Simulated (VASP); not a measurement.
# AlCuS3 (P1) in VASP: single point with r2SCAN

Aim: the single point of AlCuS3 with r2SCAN.

Everything below comes from runs of VASP 6.6.1. Logs are shortened: lines on timing, memory, paths and dates and some standing lists are left out, and cuts for length are marked.

## (1) Starting point

The typed cell holds 5 atoms: a = 5.983 Å, b = 6.510 Å, c = 5.924 Å, α = 90.32°, β = 119.31°, γ = 63.93°.

The cell was built by a generator and needn't be a form met in nature.

## (2) Single point, r2SCAN

The input, POSCAR:

```
AlCuS3
1.0
    5.9829091800      0.0000000000      0.0000000000
    2.8611099300      5.8480091900      0.0000000000
   -2.8998181500      1.3818927000      4.9770128400
S Al Cu
3 1 1
Direct
    0.3546000000      0.2248000000      0.9717000000
    0.0112000000      0.7636000000      0.5628000000
    0.2734000000      0.7679000000      0.2073000000
    0.2087000000      0.9368000000      0.8520000000
    0.2214000000      0.4290000000      0.3612000000
```

The input, INCAR.step1:

```
SYSTEM = AlCuS3
PREC     = Accurate       ! precision mode
ENCUT    = 520            ! plane-wave cutoff, eV
ISMEAR   = -5             ! smearing method
SIGMA    = 0.0792         ! smearing width, eV
LREAL    = .FALSE.        ! projectors in reciprocal space
LASPH    = .TRUE.         ! aspherical terms in the spheres
NELM     = 100            ! most SCF steps
LMAXMIX  = 4              ! l up to which the mixer works
GGA      = PE             ! functional
ALGO     = Normal         ! electronic algorithm
EDIFF    = 1E-4           ! SCF threshold, eV
LWAVE    = .TRUE.         ! write WAVECAR
LCHARG   = .FALSE.        ! write CHGCAR
```

The input, INCAR.step2:

```
SYSTEM = AlCuS3
PREC     = Accurate       ! precision mode
ENCUT    = 520            ! plane-wave cutoff, eV
EDIFF    = 1E-6           ! SCF threshold, eV
ISMEAR   = 0              ! smearing method
SIGMA    = 0.0792         ! smearing width, eV
LREAL    = .FALSE.        ! projectors in reciprocal space
LASPH    = .TRUE.         ! aspherical terms in the spheres
NELM     = 100            ! most SCF steps
ALGO     = Normal         ! electronic algorithm
ISIF     = 2              ! what is computed and relaxed
LWAVE    = .FALSE.        ! write WAVECAR
LCHARG   = .FALSE.        ! write CHGCAR
LMAXMIX  = 4              ! l up to which the mixer works
METAGGA  = R2SCAN         ! meta-GGA
LMIXTAU  = .TRUE.       
LORBIT   = 10             ! projections on sites
ISTART   = 1
```

The input, KPOINTS:

```
Automatic mesh
0
Gamma
  4 3 4
  0.5 0.5 0
```

Potentials or basis: VASP PAW PBE potentials, release 64 (S, Al, Cu).

Command:

```console
> cat potpaw_PBE.64/S/POTCAR potpaw_PBE.64/Al/POTCAR potpaw_PBE.64/Cu/POTCAR > POTCAR
> cp INCAR.step1 INCAR
> mpirun -np 1 vasp_std > vasp.out
> cp INCAR.step2 INCAR
> mpirun -np 1 vasp_std > vasp.out
```

OUTCAR:

```text
SYSTEM = AlCuS3
   PREC = Accurate
   ENCUT = 520
   EDIFF = 1E-6
   ISMEAR = 0
   LREAL = .FALSE.
   LASPH = .TRUE.
   NELM = 100
   ISIF = 2
   METAGGA = R2SCAN
   LORBIT = 10
   ISTART = 1

 ion  position               nearest neighbor table
   1  0.355  0.225  0.972-   4 2.37
   2  0.011  0.764  0.563-   4 2.18   5 2.61
   3  0.273  0.768  0.207-   4 2.15   5 2.59
   4  0.209  0.937  0.852-   3 2.15   2 2.18   1 2.37
   5  0.221  0.429  0.361-   3 2.59   2 2.61

  LATTYP: Found a triclinic cell.
 ALAT       =     5.9236162559
 B/A-ratio  =     1.4817722950
 C/A-ratio  =     1.0100095822
 COS(alpha) =     0.0044099617
 COS(beta)  =     0.4895351125
 COS(gamma) =     0.6707251949

  Lattice vectors:

 A1 = (  -2.8998181500,   1.3818927000,   4.9770128400)
 A2 = (  -0.0387082200,   7.2299018900,   4.9770128400)
 A3 = (  -5.9829091800,   0.0000000000,   0.0000000000)

Analysis of symmetry for initial positions (statically):
=====================================================================
 Subroutine PRICEL returns:
 Original cell was already a primitive cell.

 Routine SETGRP: Setting up the symmetry group for a
 triclinic supercell.

 Subroutine GETGRP returns: Found  1 space group operations
 (whereof  1 operations were pure point group operations)
 out of a pool of  2 trial point group operations.

The static configuration has the point symmetry C_1 .

Analysis of symmetry for dynamics (positions and initial velocities):
=====================================================================
 Subroutine PRICEL returns:
 Original cell was already a primitive cell.

 Routine SETGRP: Setting up the symmetry group for a
 triclinic supercell.

 Subroutine GETGRP returns: Found  1 space group operations
 (whereof  1 operations were pure point group operations)
 out of a pool of  2 trial point group operations.

The dynamic configuration has the point symmetry C_1 .

 Subroutine INISYM returns: Found  1 space group operations
 (whereof  1 operations are pure point group operations),
 and found     1 'primitive' translations

----------------------------------------------------------------------------------------

                                     Primitive cell
[... 103 lines left out ...]
   ISYM   =      2    0-nonsym 1-usesym 2-fastsym
   POTIM  = 0.5000    time-step for ionic-motion
   TEBEG  =    0.0;   TEEND  =   0.0 temperature during run
   PSTRESS=    0.0 pullay stress
   NELECT =      32.0000    total number of electrons
   NUPDOWN=      -1.0000    fix difference up-down
   EMIN   =  10.00;   EMAX   =-10.00  energy-range for DOS
   EFERMI =   0.00;   METHOD = LEGACY
   ISMEAR =     0;   SIGMA  =   0.08  broadening in eV -4-tet -1-fermi 0-gaus
   EFERMI_NEDOS =   21; number of points for ismear=-14 and -15
   IALGO  =     38    algorithm
   IMIX   =      4    mixing-type and parameters
     AMIX     =   0.40;   BMIX     =  1.00
     AMIX_MAG =   1.60;   BMIX_MAG =  1.00
  volume/ion in A,a.u.               =      34.83       235.03
  Fermi-wavevector in a.u.,A,eV,Ry     =   0.930740  1.758844 11.786416  0.866277
  Thomas-Fermi vector in A             =   2.057160
   LORBIT       =     10    0 simple, 1 ext, 2 COOP (PROOUT), +10 PAW based schemes
   METAGGA = R2SCAN    functional components
   LHFCALC =     F    Hartree Fock is set to
   AEXX    =    0.0000 exact exchange contribution
   IVDW    =     0    specifies the selected vdW correction
   LEPSILON=     F    determine dielectric tensor
   LRPA    =     F    only Hartree local field effects (RPA)
 non-spin polarized calculation
 Gauss-broadening in eV      SIGMA  =   0.08
  energy-cutoff  :      520.00
  volume of cell :      174.14
 maximum number of plane-waves:      4703
 NGX is ok and might be reduce to    48

 number of electron      31.9999996 magnetization

 Free energy of the ion-electron system (eV)
  ---------------------------------------------------
  ext. energy  EPLUGINS =         0.00000000
  ---------------------------------------------------
  free energy    TOTEN  =       -39.23388764 eV

  energy without entropy =      -39.21752175  energy(sigma->0) =      -39.22570469

 E-fermi :  -0.4458     XC(G=0):  -7.3356

 val. band max:       -0.4475237571   @ k =   0.3750   0.1667   0.5000
 cond. band min:      -0.4357302270   @ k =  -0.1250  -0.1667   0.2500
 fundamental gap:      0.0117935301
 Fermi energy:        -0.4458004569

 k-point     1 :       0.1250    0.1667    0.0000
  band No.  band energies     occupation
      1     -13.2480      2.00000
      2     -12.0699      2.00000
      3     -11.8836      2.00000
      4      -5.2794      2.00000
      5      -3.5540      2.00000
      6      -3.3404      2.00000
[... 541 lines left out ...]
     19       3.3241      0.00000
     20       3.7558      0.00000

------------------------ aborting loop because EDIFF is reached ----------------------------------------

  FORCE on cell =-STRESS in cart. coord.  units (eV):
  Direction    XX          YY          ZZ          XY          YZ          ZX
  --------------------------------------------------------------------------------------
  -------------------------------------------------------------------------------------
  Total       -4.2941643     -9.5654867     -4.3260887     -1.9905674     -2.8405559      1.4503730
  in kB      -39.5093628    -88.0092733    -39.8030900    -18.3146343    -26.1351322     13.3444617
  external PRESSURE =     -55.7739087 kB  Pullay stress =       0.0000000 kB

 VOLUME and BASIS-vectors are now :
 -----------------------------------------------------------------------------
  energy-cutoff  :      520.00
  volume of cell :      174.14
      direct lattice vectors                 reciprocal lattice vectors
     5.982909180  0.000000000  0.000000000     0.167142768 -0.081773783  0.120089348
     2.861109930  5.848009190  0.000000000     0.000000000  0.170998363 -0.047478557
    -2.899818150  1.381892700  4.977012840     0.000000000  0.000000000  0.200923733

 POSITION                                       TOTAL-FORCE (eV/Angst)
 -----------------------------------------------------------------------------------
     -0.05304      2.65742      4.83616        -1.274379     -0.965437     -0.379160
      0.61973      5.24327      2.80106         0.242438     -0.794559     -0.502604
      3.23164      4.77715      1.03173        -0.544416     -0.492902      0.739358
      1.45828      6.65579      4.24041         0.663966      1.039634      0.642913
      1.50462      3.00794      1.79770         0.912392      1.213264     -0.500507
 -----------------------------------------------------------------------------------
    total drift:                                0.006014     -0.010390      0.010228

  FREE ENERGIE OF THE ION-ELECTRON SYSTEM (eV)
  ---------------------------------------------------
  free  energy   TOTEN  =       -39.2338876380 eV

  energy  without entropy=      -39.2175217495  energy(sigma->0) =      -39.22570469

 total charge

# of ion       s       p       d       tot
------------------------------------------
    1        1.357   2.235   0.000   3.592
    2        1.356   2.274   0.000   3.630
    3        1.347   2.322   0.000   3.669
    4        0.397   0.354   0.000   0.751
    5        0.221   0.098   9.324   9.643
--------------------------------------------------
tot          4.678   7.283   9.324  21.285
```

OSZICAR.step1:

```text
N       E                     dE             d eps       ncg     rms          rms(c)
DAV:   1     0.216683550604E+03    0.21668E+03   -0.12185E+04   960   0.139E+03
DAV:   2     0.144872129869E+02   -0.20220E+03   -0.19261E+03   996   0.280E+02
DAV:   3    -0.201208456255E+02   -0.34608E+02   -0.31236E+02  1464   0.115E+02
DAV:   4    -0.223705373704E+02   -0.22497E+01   -0.21881E+01  1148   0.273E+01
[... 10 lines left out ...]
DAV:  15    -0.175609502111E+02    0.35325E-02   -0.17974E-02  1436   0.282E+00    0.311E-01
DAV:  16    -0.175605482416E+02    0.40197E-03   -0.11224E-03  1360   0.547E-01    0.204E-01
DAV:  17    -0.175608750458E+02   -0.32680E-03   -0.44849E-04   896   0.406E-01    0.199E-01
DAV:  18    -0.175603699663E+02    0.50508E-03   -0.38193E-04   908   0.936E-01    0.326E-02
DAV:  19    -0.175603984119E+02   -0.28446E-04   -0.34160E-04   740   0.157E-01
   1 F= -.17560398E+02 E0= -.17560398E+02  d E =0.000000E+00
```

Wall time 5.5 min (1 thread of Intel Xeon Platinum 8488C (Sapphire Rapids), shared host); peak memory 0.4 GiB.

What came out:

```yaml
Free_energy: -39.2339 eV
Pressure: -5.6 GPa
Largest_force: 1.643 eV/Å
Band_gap_on_the_k_mesh: none (metal or under the smearing width)
Valence_electrons_inside_the_program's_atomic_spheres: S 3.59, 3.63, 3.67; Al 0.75; Cu 9.64
```

Forces on the atoms (eV/Å):
```
S   -1.274 -0.965 -0.379
S    0.242 -0.795 -0.503
S   -0.544 -0.493  0.739
Al   0.664  1.040  0.643
Cu   0.912  1.213 -0.501
```

Caveat: the k mesh is coarse (spacing up to 0.37 Å⁻¹), so the values aren't converged; the PAW data sets were made with another functional, which shifts forces and pressure a little; the run has no spin polarisation, though such a crystal can be magnetic.
